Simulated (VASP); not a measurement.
# TiSi (relaxed from the NiAs structure, space group P6_3/mmc): computed properties

These are r2SCAN meta-GGA, VASP's PBE PAW potentials (set 64) (plane waves; VASP) values and carry that method's errors.

```json
{
 "space_group": "P6_3/mmc (194)",
 "cell": "a = b = 3.5000 Å, c = 6.4068 Å, α = β = 90.00°, γ = 120.00°",
 "volume_per_atom": "16.99 Å^3/atom",
 "band gap (over mesh and band path)": "none (metal, semimetal or under 0.01 eV)",
 "density": "3.71 g/cm³"
}
```

TiSi is taken in the hexagonal space group P6₃/mmc (No. 194), the NiAs type structure, Pearson symbol hP4. Conventional cell: a = b = 3.5000 Å, c = 6.4068 Å, α = β = 90.00°, γ = 120.00°. Ti on 2a is coordinated by 6 Si at 2.579 Å and 2 Ti at 3.203 Å. Si on 2c sees 6 Ti at 2.579 Å (trigonal prismatic). (Neighbours: up to the widest gap in distance over summed covalent radii, below 1.35, at either atom; cation-cation and far metal-metal contacts left out.)

The structure was generated: TiSi was put into the NiAs type (P6_3/mmc), which need not be its known phase. It was relaxed first, which changed the volume by -18 %. Symmetry was kept, so distortions that lower it aren't found.
